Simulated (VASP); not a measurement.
# H8SO6 in VASP: notebook, part 2 of 2

VASP 6.6.1.

### Step 4. Single point, r2SCAN+D3(BJ)

POSCAR reads:

```
H8SO6
1.0
    5.7889600000      0.0000000000      0.0000000000
    0.0000000000      5.7889600000      0.0000000000
    0.0000000000      0.0000000000      5.7889600000
O H S
6 8 1
Direct
    0.7142042785      0.6096777314      0.8069152318
    0.7300965977      0.1366739449      0.0979796026
    0.3066181145      0.8991943285      0.9850992233
    0.9578058926      0.7585473038      0.2520660015
    0.3723812222      0.4438793842      0.3703255853
    0.1230272795      0.1787885907      0.5306825406
    0.6832660789      0.7828694619      0.7772898759
    0.6888802134      0.5441737376      0.6522587822
    0.6115260772      0.1557792764     -0.0147867665
    0.7637641303      0.2804476106      0.1078604793
    0.2007614494      0.9911106658      0.9039620243
    0.2134753047      0.8103873580      1.0619696802
    0.9894868854      0.7629349659      0.4223038335
    0.8666668970      0.8980542274      0.2203331859
    0.3474371908      0.2030416517      0.4189353528
```

INCAR.step1 reads:

```
SYSTEM = H8SO6
  ALGO = Normal
  EDIFF = 1E-4
  ENCUT = 520
  GGA = PE
  ISMEAR = -1
  LASPH = .True.
  LCHARG = .False.
  LREAL = Auto
  LWAVE = .True.
  NBANDS = 38
  NELM = 100
  PREC = Accurate
  SIGMA = 0.02
```

INCAR.step2 reads:

```
SYSTEM = H8SO6
  ALGO = Normal
  EDIFF = 1E-6
  ENCUT = 520
  ISIF = 2
  ISMEAR = -1
  ISTART = 1
  IVDW = 12
  LASPH = .True.
  LCHARG = .False.
  LMIXTAU = .True.
  LREAL = Auto
  LWAVE = .False.
  METAGGA = R2SCAN
  NBANDS = 38
  NELM = 100
  PREC = Accurate
  SIGMA = 0.02
  VDW_A1 = 0.49484001
  VDW_A2 = 5.73083694
  VDW_S6 = 1.0
  VDW_S8 = 0.78981345
```

KPOINTS reads:

```
k-points
0
Gamma
  1 1 1
  0 0 0
```

Potentials or basis: VASP PAW PBE potentials, release 64 (O, H, S).

The run is started by

```bash
$ cat potpaw_PBE.64/O/POTCAR potpaw_PBE.64/H/POTCAR potpaw_PBE.64/S/POTCAR > POTCAR
$ cp INCAR.step1 INCAR
$ mpirun -np 1 vasp_gam > vasp.out
$ cp INCAR.step2 INCAR
$ mpirun -np 1 vasp_gam > vasp.out
```

OUTCAR:

```text
SYSTEM = H8SO6
   EDIFF = 1E-6
   ENCUT = 520
   ISIF = 2
   ISMEAR = -1
   ISTART = 1
   IVDW = 12
   LASPH = .True.
   LREAL = Auto
   METAGGA = R2SCAN
   NELM = 100
   PREC = Accurate
 IVDW          = 12

 ion  position               nearest neighbor table
   1  0.714  0.610  0.807-   8 0.98   7 1.03
   2  0.730  0.137  0.098-  10 0.86   9 0.95
   3  0.307  0.899  0.985-  12 0.87  11 0.94
   4  0.958  0.759  0.252-  14 0.98  13 1.00
   5  0.372  0.444  0.370-  15 1.43
   6  0.123  0.179  0.531-  15 1.46
   7  0.683  0.783  0.777-   1 1.03
   8  0.689  0.544  0.652-   1 0.98
   9  0.612  0.156  0.985-   2 0.95
  10  0.764  0.280  0.108-   2 0.86
  11  0.201  0.991  0.904-   3 0.94
  12  0.213  0.810  0.062-   3 0.87
  13  0.989  0.763  0.422-   4 1.00
  14  0.867  0.898  0.220-   4 0.98
  15  0.347  0.203  0.419-   5 1.43   6 1.46

  LATTYP: Found a simple cubic cell.
 ALAT       =     5.7889600000

  Lattice vectors:

 A1 = (   5.7889600000,   0.0000000000,   0.0000000000)
 A2 = (   0.0000000000,   5.7889600000,   0.0000000000)
 A3 = (   0.0000000000,   0.0000000000,   5.7889600000)

Analysis of symmetry for initial positions (statically):
=====================================================================
 Subroutine PRICEL returns:
 Original cell was already a primitive cell.

 Routine SETGRP: Setting up the symmetry group for a
 simple cubic supercell.

 Subroutine GETGRP returns: Found  1 space group operations
 (whereof  1 operations were pure point group operations)
 out of a pool of 48 trial point group operations.

The static configuration has the point symmetry C_1 .
[... 143 lines left out ...]
   IVDW    =    12    specifies the selected vdW correction
   LEPSILON=     F    determine dielectric tensor
   LRPA    =     F    only Hartree local field effects (RPA)
 non-spin polarized calculation
  energy-cutoff  :      520.00
  volume of cell :      194.00
 maximum number of plane-waves:      2593
 NGX is ok and might be reduce to    42
   NGX = 21   NGY = 21   NGZ = 21

 number of electron      50.0000000 magnetization

 Free energy of the ion-electron system (eV)
  ---------------------------------------------------
  ext. energy  EPLUGINS =         0.00000000
  ---------------------------------------------------
  free energy    TOTEN  =       -84.21630051 eV

  energy without entropy =      -84.21630051  energy(sigma->0) =      -84.21630051

 E-fermi :  -2.8847     XC(G=0):  -7.0080

 val. band max:       -3.4843719055   @ k =   0.0000   0.0000   0.0000
 cond. band min:      -0.9767285262   @ k =   0.0000   0.0000   0.0000
 fundamental gap:      2.5076433794
 Fermi energy:        -2.8846524822

 k-point     1 :       0.0000    0.0000    0.0000
  band No.  band energies     occupation
      1     -26.7751      2.00000
      2     -24.7447      2.00000
      3     -23.9306      2.00000
      4     -23.7676      2.00000
      5     -22.5257      2.00000
      6     -22.3345      2.00000
[... 29 lines left out ...]
     36       8.1188      0.00000
     37       8.3948      0.00000
 [bands above 37 left out]

------------------------ aborting loop because EDIFF is reached ----------------------------------------

 Edisp (eV)   -0.31022

 E8    (eV) :    -0.0529

  FORCE on cell =-STRESS in cart. coord.  units (eV):
  Direction    XX          YY          ZZ          XY          YZ          ZX
  --------------------------------------------------------------------------------------
  -------------------------------------------------------------------------------------
  Total       3.29902     6.48598    -0.16680     6.63326    -2.62415    -1.58274
  in kB      27.24543    53.56544    -1.37756    54.78173   -21.67190   -13.07130
  external pressure =       26.48 kB  Pullay stress =        0.00 kB

 VOLUME and BASIS-vectors are now :
 -----------------------------------------------------------------------------
  energy-cutoff  :      520.00
  volume of cell :      194.00
      direct lattice vectors                 reciprocal lattice vectors
     5.788960000  0.000000000  0.000000000     0.172742600  0.000000000  0.000000000
     0.000000000  5.788960000  0.000000000     0.000000000  0.172742600  0.000000000
     0.000000000  0.000000000  5.788960000     0.000000000  0.000000000  0.172742600

 POSITION                                       TOTAL-FORCE (eV/Angst)
 -----------------------------------------------------------------------------------
      4.13450      3.52940      4.67120        -0.384758      2.093471     -1.450301
      4.22650      0.79120      0.56720        -1.916552     -7.049289     -0.888223
      1.77500      5.20540      5.70270         5.444250      4.244879     -3.403466
      5.54470      4.39120      1.45920         0.021681      0.010474      1.879430
      2.15570      2.56960      2.14380         1.774446      0.656774     -0.961020
      0.71220      1.03500      3.07210         0.441936     -1.601222      0.078684
      3.95540      4.53200      4.49970         0.256053     -2.687131      0.747108
      3.98790      3.15020      3.77590         0.160045      0.327642      0.608641
      3.54010      0.90180      5.70336        -0.905587     -1.060240     -0.496062
      4.42140      1.62350      0.62440         2.950297      8.565630      1.279226
      1.16220      5.73750      5.23300        -0.951256      1.109637     -1.140334
      1.23580      4.69130      0.35874        -4.500494     -4.920262      4.400273
      5.72810      4.41660      2.44470        -0.224082     -0.044107     -1.692408
      5.01710      5.19880      1.27550         0.104575     -0.383771      0.029472
      2.01130      1.17540      2.42520        -2.270553      0.737514      1.008980
 -----------------------------------------------------------------------------------
    total drift:                               -0.000616      0.017933     -0.003968

  FREE ENERGIE OF THE ION-ELECTRON SYSTEM (eV)
  ---------------------------------------------------
  free  energy   TOTEN  =       -84.5265189928 eV

  energy  without entropy=      -84.5265189928  energy(sigma->0) =      -84.52651899
```

OSZICAR.step1:

```text
N       E                     dE             d eps       ncg     rms          rms(c)
DAV:   1     0.452382855499E+03    0.45238E+03   -0.27292E+04    76   0.119E+03
DAV:   2    -0.371425079037E+02   -0.48953E+03   -0.47260E+03    98   0.297E+02
DAV:   3    -0.834654878801E+02   -0.46323E+02   -0.46027E+02    96   0.101E+02
DAV:   4    -0.841585106313E+02   -0.69302E+00   -0.69211E+00    88   0.140E+01
DAV:   5    -0.841669122473E+02   -0.84016E-02   -0.84008E-02    96   0.153E+00    0.398E+01
DAV:   6    -0.739576067854E+02    0.10209E+02   -0.31718E+01    96   0.307E+01    0.222E+01
DAV:   7    -0.737274663756E+02    0.23014E+00   -0.24038E+00    96   0.869E+00    0.893E+00
DAV:   8    -0.736086486638E+02    0.11882E+00   -0.22376E-01    96   0.280E+00    0.173E+00
DAV:   9    -0.735987856291E+02    0.98630E-02   -0.31847E-02    96   0.112E+00    0.400E-01
DAV:  10    -0.735995799874E+02   -0.79436E-03   -0.33188E-03    96   0.444E-01    0.227E-01
DAV:  11    -0.736001810437E+02   -0.60106E-03   -0.17251E-03    88   0.296E-01    0.672E-02
DAV:  12    -0.736002598175E+02   -0.78774E-04   -0.26668E-04    88   0.102E-01
   1 F= -.73600260E+02 E0= -.73600260E+02  d E =-.228329E-11
```

Wall time 42 s (1 thread of Intel Xeon 6975P-C (Granite Rapids), shared host); peak memory 0.33 GiB.

What came out:

```
Free energy                : -84.5265 eV
Pressure                   : 2.6 GPa
Largest force              : 9.149 eV/Å
Band gap on the k mesh     : 2.51 eV, direct
Dispersion energy per atom : -0.021 eV
```

Forces in eV/Å, atoms in the order of the input:
```
O   -0.385  2.093 -1.450
O   -1.917 -7.049 -0.888
O    5.444  4.245 -3.403
O    0.022  0.010  1.879
O    1.774  0.657 -0.961
O    0.442 -1.601  0.079
H    0.256 -2.687  0.747
H    0.160  0.328  0.609
H   -0.906 -1.060 -0.496
H    2.950  8.566  1.279
H   -0.951  1.110 -1.140
H   -4.500 -4.920  4.400
H   -0.224 -0.044 -1.692
H    0.105 -0.384  0.029
S   -2.271  0.738  1.009
```

Caveat: the PAW data sets were made with another functional, which shifts forces and pressure a little.
